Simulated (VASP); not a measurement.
Calculation: r2SCAN meta-GGA, VASP's PBE PAW potentials (set 64) (plane waves; VASP 6.6.1).

Input for VASP

### POSCAR
```
Ti
1
    1.4750000000    -2.5547750000     0.0000000000
    1.4750000000     2.5547750000     0.0000000000
    0.0000000000     0.0000000000     4.6800000000
Ti
2
Direct
  0.3333330000   0.6666670000   0.2500000000
  0.6666670000   0.3333330000   0.7500000000
```

INCAR:
```
! general
SYSTEM   =  Ti
PREC     =  Accurate
ENCUT    =  520
LREAL    =  .False.
LASPH    =  .True.

! electronic loop
EDIFF    =  1E-6
NELM     =  100
ALGO     =  Normal
LMAXMIX  =  4
LMIXTAU  =  .True.

! smearing
ISMEAR   =  1
SIGMA    =  0.1

! functional
METAGGA  =  R2SCAN

! ions
IBRION   =  2
NSW      =  60
ISIF     =  3
EDIFFG   =  -0.01

! output
LWAVE    =  .False.
LCHARG   =  .False.
```

**KPOINTS**
```
Automatic mesh
0
Gamma
13 13 7
0 0 0
```

POTCAR, in this order: Ti_sv (PBE.64 set). Program: vasp_std.

The resulting files:

File OSZICAR:
```
       N       E                     dE             d eps       ncg     rms          rms(c)
DAV:   1     0.242498300020E+03    0.24250E+03   -0.13977E+04  2688   0.191E+03
DAV:   2    -0.323492234042E+01   -0.24573E+03   -0.24434E+03  2784   0.508E+02
DAV:   3    -0.331875072346E+02   -0.29953E+02   -0.29736E+02  5328   0.143E+02
DAV:   4    -0.345407451709E+02   -0.13532E+01   -0.13530E+01  2768   0.324E+01
DAV:   5    -0.346216903150E+02   -0.80945E-01   -0.80936E-01  4480   0.557E+00    0.142E+01
DAV:   6    -0.272018325320E+02    0.74199E+01   -0.21226E+01  3360   0.615E+01    0.195E+00
DAV:   7    -0.246116053431E+02    0.25902E+01   -0.30291E+00  4376   0.141E+01    0.242E+00
DAV:   8    -0.255583701839E+02   -0.94676E+00   -0.75890E-01  3664   0.552E+00    0.181E+00
DAV:   9    -0.260638248860E+02   -0.50545E+00   -0.88945E-01  2696   0.122E+01    0.189E+00
DAV:  10    -0.258963301033E+02    0.16749E+00   -0.30327E-01  2912   0.664E+00    0.378E-01
DAV:  11    -0.259005923790E+02   -0.42623E-02   -0.15425E-02  3328   0.111E+00    0.200E-01
DAV:  12    -0.258979207072E+02    0.26717E-02   -0.60422E-03  2952   0.865E-01    0.104E-01
DAV:  13    -0.258974762344E+02    0.44447E-03   -0.22409E-03  3408   0.436E-01    0.254E-02
DAV:  14    -0.258979178912E+02   -0.44166E-03   -0.59280E-04  2808   0.280E-01    0.176E-02
DAV:  15    -0.258980017710E+02   -0.83880E-04   -0.75232E-05  3712   0.102E-01    0.119E-02
DAV:  16    -0.258979675705E+02    0.34201E-04   -0.27159E-05  3656   0.501E-02    0.256E-03
DAV:  17    -0.258979847949E+02   -0.17224E-04   -0.67384E-06  2272   0.306E-02    0.950E-04
DAV:  18    -0.258979847022E+02    0.92715E-07   -0.60008E-07  1528   0.119E-02
   1 F= -.25897985E+02 E0= -.25897859E+02  d E =-.258980E+02
       N       E                     dE             d eps       ncg     rms          rms(c)
DAV:   1    -0.261469347431E+02   -0.24895E+00   -0.65443E+00  3592   0.374E+01    0.409E+00
DAV:   2    -0.259067775665E+02    0.24016E+00   -0.12365E+00  3584   0.141E+01    0.144E+00
DAV:   3    -0.258946965374E+02    0.12081E-01   -0.23446E-01  3440   0.326E+00    0.421E-01
DAV:   4    -0.258953693269E+02   -0.67279E-03   -0.22233E-02  3576   0.146E+00    0.218E-01
DAV:   5    -0.258955505444E+02   -0.18122E-03   -0.46831E-02  4056   0.204E+00    0.178E-01
DAV:   6    -0.258981242509E+02   -0.25737E-02   -0.93037E-03  2712   0.121E+00    0.172E-01
DAV:   7    -0.258991004155E+02   -0.97616E-03   -0.12481E-03  2792   0.420E-01    0.750E-02
DAV:   8    -0.258989266949E+02    0.17372E-03   -0.12067E-03  2800   0.419E-01    0.271E-02
DAV:   9    -0.258990199212E+02   -0.93226E-04   -0.11776E-04  4248   0.820E-02    0.368E-02
DAV:  10    -0.258990517309E+02   -0.31810E-04   -0.32168E-05  3048   0.504E-02    0.158E-02
DAV:  11    -0.258990595615E+02   -0.78305E-05   -0.64681E-06  2808   0.361E-02    0.202E-03
DAV:  12    -0.258990588472E+02    0.71426E-06   -0.26013E-06  2424   0.163E-02
   2 F= -.25899059E+02 E0= -.25898979E+02  d E =-.107415E-02
       N       E                     dE             d eps       ncg     rms          rms(c)
DAV:   1    -0.259523276411E+02   -0.53268E-01   -0.13527E+00  3560   0.174E+01    0.183E+00
DAV:   2    -0.259033850001E+02    0.48943E-01   -0.27832E-01  3656   0.649E+00    0.656E-01
DAV:   3    -0.259004971235E+02    0.28879E-02   -0.48582E-02  3448   0.142E+00    0.174E-01
DAV:   4    -0.259001549283E+02    0.34220E-03   -0.47193E-03  3472   0.700E-01    0.984E-02
DAV:   5    -0.259003826078E+02   -0.22768E-03   -0.92739E-03  4160   0.955E-01    0.663E-02
DAV:   6    -0.259011097048E+02   -0.72710E-03   -0.21560E-03  2792   0.528E-01    0.739E-02
DAV:   7    -0.259011528348E+02   -0.43130E-04   -0.12594E-04  3000   0.118E-01    0.354E-02
DAV:   8    -0.259011940830E+02   -0.41248E-04   -0.70565E-05  2792   0.988E-02    0.233E-02
DAV:   9    -0.259011843664E+02    0.97166E-05   -0.12522E-05  4016   0.318E-02    0.188E-02
DAV:  10    -0.259011850217E+02   -0.65537E-06   -0.97827E-06  2712   0.352E-02
   3 F= -.25901185E+02 E0= -.25901070E+02  d E =-.320032E-02
       N       E                     dE             d eps       ncg     rms          rms(c)
DAV:   1    -0.259012360804E+02   -0.51714E-04   -0.14362E-03  3584   0.564E-01    0.611E-02
DAV:   2    -0.259011885084E+02    0.47572E-04   -0.29580E-04  3688   0.212E-01    0.210E-02
DAV:   3    -0.259011782556E+02    0.10253E-04   -0.49983E-05  3416   0.473E-02    0.599E-03
DAV:   4    -0.259011805014E+02   -0.22458E-05   -0.44156E-06  2272   0.203E-02    0.308E-03
DAV:   5    -0.259011763989E+02    0.41024E-05   -0.91918E-06  3424   0.306E-02    0.216E-03
DAV:   6    -0.259011790557E+02   -0.26567E-05   -0.21219E-06  1840   0.186E-02    0.219E-03
DAV:   7    -0.259011778883E+02    0.11673E-05   -0.28896E-07  1368   0.610E-03    0.920E-04
DAV:   8    -0.259011786596E+02   -0.77128E-06   -0.18960E-07  1352   0.574E-03
   4 F= -.25901179E+02 E0= -.25901062E+02  d E =-.319396E-02
       N       E                     dE             d eps       ncg     rms          rms(c)
DAV:   1    -0.259015937746E+02   -0.41589E-03   -0.26461E-02  2824   0.243E+00    0.146E-01
DAV:   2    -0.259013852995E+02    0.20848E-03   -0.17604E-03  2688   0.458E-01    0.785E-02
DAV:   3    -0.259012963943E+02    0.88905E-04   -0.27740E-04  3792   0.290E-01    0.783E-03
DAV:   4    -0.259012891750E+02    0.72193E-05   -0.79405E-05  3032   0.134E-01    0.400E-03
DAV:   5    -0.259012728951E+02    0.16280E-04   -0.12184E-05  3080   0.441E-02    0.226E-03
DAV:   6    -0.259012775658E+02   -0.46707E-05   -0.14614E-06  1960   0.215E-02    0.158E-03
DAV:   7    -0.259012739414E+02    0.36244E-05   -0.35638E-07  1544   0.829E-03    0.630E-04
DAV:   8    -0.259012756320E+02   -0.16907E-05   -0.18292E-07  1416   0.508E-03    0.184E-04
DAV:   9    -0.259012744860E+02    0.11461E-05   -0.38830E-08  1384   0.318E-03    0.142E-04
DAV:  10    -0.259012750370E+02   -0.55101E-06   -0.19290E-08  1400   0.167E-03
   5 F= -.25901275E+02 E0= -.25901173E+02  d E =-.963774E-04
       N       E                     dE             d eps       ncg     rms          rms(c)
DAV:   1    -0.259015663555E+02   -0.29187E-03   -0.21981E-02  2824   0.222E+00    0.133E-01
DAV:   2    -0.259013956975E+02    0.17066E-03   -0.14596E-03  2688   0.417E-01    0.716E-02
DAV:   3    -0.259013187060E+02    0.76991E-04   -0.23141E-04  3784   0.265E-01    0.708E-03
DAV:   4    -0.259013143984E+02    0.43077E-05   -0.66096E-05  3040   0.122E-01    0.356E-03
DAV:   5    -0.259012999920E+02    0.14406E-04   -0.97945E-06  2888   0.398E-02    0.205E-03
DAV:   6    -0.259013042854E+02   -0.42934E-05   -0.12612E-06  1864   0.204E-02    0.143E-03
DAV:   7    -0.259013012128E+02    0.30726E-05   -0.32103E-07  1496   0.788E-03    0.550E-04
DAV:   8    -0.259013026814E+02   -0.14686E-05   -0.16713E-07  1400   0.480E-03    0.169E-04
DAV:   9    -0.259013015060E+02    0.11754E-05   -0.36586E-08  1400   0.307E-03    0.122E-04
DAV:  10    -0.259013019051E+02   -0.39912E-06   -0.12202E-08  1360   0.146E-03
   6 F= -.25901302E+02 E0= -.25901215E+02  d E =-.123245E-03
```

### OUTCAR
```
------------------------ aborting loop because EDIFF is reached ----------------------------------------
  FORCE on cell =-STRESS in cart. coord.  units (eV):
  Direction    XX          YY          ZZ          XY          YZ          ZX
  --------------------------------------------------------------------------------------
  Total       -0.0147536     -0.0147536     -0.0127698      0.0000000     -0.0000000      0.0000000
  in kB       -0.6804244     -0.6804244     -0.5889319      0.0000000     -0.0000000      0.0000000
  external PRESSURE =      -0.6499269 kB  Pullay stress =       0.0000000 kB
  volume of cell :       34.74
      direct lattice vectors                 reciprocal lattice vectors
     1.470224578 -2.546503726  0.000000000     0.340084098 -0.196347641  0.000000000
     1.470224578  2.546503726 -0.000000000     0.340084098  0.196347641  0.000000000
    -0.000000000  0.000000000  4.639488095    -0.000000000  0.000000000  0.215541021
 POSITION                                       TOTAL-FORCE (eV/Angst)
 -----------------------------------------------------------------------------------
      1.47022      0.84884      1.15987        -0.000000      0.000000      0.000000
      1.47022     -0.84884      3.47962         0.000000     -0.000000     -0.000000
 -----------------------------------------------------------------------------------
    total drift:                                0.000186      0.001063     -0.000018
  FREE ENERGIE OF THE ION-ELECTRON SYSTEM (eV)
  ---------------------------------------------------
  free  energy   TOTEN  =       -25.9013019051 eV

  energy  without entropy=      -25.9010413059  energy(sigma->0) =      -25.90121504

 reached required accuracy - stopping structural energy minimisation
```
(Selected blocks of OUTCAR.)

CONTCAR:
```
Ti
   1.00000000000000
     1.4702245779472978   -2.5465037258038947    0.0000000000000000
     1.4702245779472978    2.5465037258038947   -0.0000000000000000
    -0.0000000000000000    0.0000000000000000    4.6394880949029682
  Ti
     2
Direct
     0.3333330000000032    0.6666669999999968    0.2500000000000000
     0.6666669999999968    0.3333330000000032    0.7500000000000000
```

The compound is Ti in the hcp structure. This run relaxes it. Symmetry was kept, so distortions that lower it aren't found.
